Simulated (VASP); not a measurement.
An input for Ansatz (written as the equivalent of a VASP run, and not itself run):

Ansatz 0.2 input:
```yaml
crystal:
  lattice:
    - [0.0000000, 3.8707000, 3.8707000]
    - [3.8707000, 0.0000000, 3.8707000]
    - [3.8707000, 3.8707000, 0.0000000]
  atoms:
    - { symbol: Ba, position: [0.0000000, 0.0000000, 0.0000000] }
    - { symbol: Te, position: [0.2500000, 0.2500000, 0.2500000] }
kpoints:
  mp_grid: { grid: [6, 6, 6] }
hamiltonian:
  xc: pbesol
  pseudopotentials: { kind: paw }
scf:
  occupations: { method: gaussian, width: 0.05 }
  max_iter: 100
relax:
  max_steps: 60
  f_tol: 0.01
  cell: {}
output: { forces: true, stress: true, eigenvalues: true }
```

Problem. Write the VASP files for the same calculation (PBEsol).

Solution. This is not unique; one that fits is 
**INCAR**
```
SYSTEM = BaTe
PREC = Accurate
ENCUT = 400
EDIFF = 1E-6
NELM = 100
ALGO = Normal
LREAL = .FALSE.
LASPH = .TRUE.
ISMEAR = 0
SIGMA = 0.05
GGA = PS
LMAXMIX = 4
LWAVE = .FALSE.
LCHARG = .FALSE.
IBRION = 2
ISIF = 3
NSW = 60
EDIFFG = -0.01
```

### KPOINTS
```
Automatic
0
G
 6 6 6
```

**POSCAR**
```
BaTe
1.0
  0.0000000000   3.8706999790   3.8706999790
  3.8706999790   0.0000000000   3.8706999790
  3.8706999790   3.8706999790   0.0000000000
Ba Te
1 1
Cart
  0.0000000000   0.0000000000   0.0000000000
  1.9353499895   1.9353499895   1.9353499895
```

POTCAR, in this order: Ba_sv Te (PBE.64 set). Program: vasp_std.

What does not carry over: each code has its own PAW files, so the cut-off isn't converted (ENCUT is set for VASP's; basis.ecutwfc is left out, and Ansatz then takes the one that its files recommend); Ansatz stops its SCF on the density residual and VASP on the energy change (EDIFF).

The structure was generated: BaTe was put into the zinc blende type (F-43m), which need not be its known phase. It was relaxed first, which changed the volume by -14 %. The start is the result of an earlier pass.
